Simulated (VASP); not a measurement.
Level of theory: PBEsol GGA, VASP's PBE PAW potentials (set 64) (plane waves; VASP).

VASP ran on this input.

### INCAR
```
ALGO=Normal
EDIFF=1E-6
EDIFFG=-0.01
ENCUT=400
GGA=PS
IBRION=2
ISIF=3
ISMEAR=1
LASPH=.TRUE.
LCHARG=.FALSE.
LMAXMIX=4
LREAL=.FALSE.
LWAVE=.FALSE.
NELM=100
NSW=60
PREC=Accurate
SIGMA=0.1
SYSTEM=I
```

File KPOINTS:
```
Automatic mesh
0
Gamma
10 10 10
0 0 0
```

POSCAR:
```
I
1
    3.3731605366     0.0000000000    -0.0000000000
   -0.0000000000     3.3731605366    -0.0000000000
   -0.0000000000     0.0000000000     3.3731605366
I
1
Direct
  0.0000000000   0.0000000000   0.0000000000
```

POTCAR, in this order: I (PBE.64 set). Program: vasp_std.

Unless said otherwise, spin-orbit coupling is left out, though it shifts the bands of the heavy elements here.

Estimate the energy per atom (σ→0), volume per atom, band gap (on the k-mesh).

| Property | Result |
|---|---|
| energy per atom (σ→0) | -140.8 kJ/mol of atoms |
| band gap (on the k-mesh) | none (metal, semimetal or under 0.01 eV) |
| volume per atom | 38.48 Å³/atom |

### OSZICAR
```
...
DAV:  10    -0.145914106545E+01   -0.23078E-06   -0.63161E-07   966   0.488E-03
   1 F= -.14591411E+01 E0= -.14594949E+01  d E =-.145914E+01
       N       E                     dE             d eps       ncg     rms          rms(c)
DAV:   1    -0.145931902424E+01   -0.17819E-03   -0.36483E-03   791   0.341E-01    0.605E-02
DAV:   2    -0.145920329114E+01    0.11573E-03   -0.16195E-04   854   0.884E-02    0.285E-02
DAV:   3    -0.145916062355E+01    0.42668E-04   -0.14118E-04   819   0.649E-02    0.390E-02
DAV:   4    -0.145916071943E+01   -0.95872E-07   -0.12554E-06   749   0.113E-02
   2 F= -.14591607E+01 E0= -.14595131E+01  d E =-.196540E-04
```

The structure was generated: I was put into the simple-cubic type (Pm-3m), which need not be its known phase. This run relaxes it. Symmetry was kept, so distortions that lower it aren't found. The start is the result of an earlier pass.
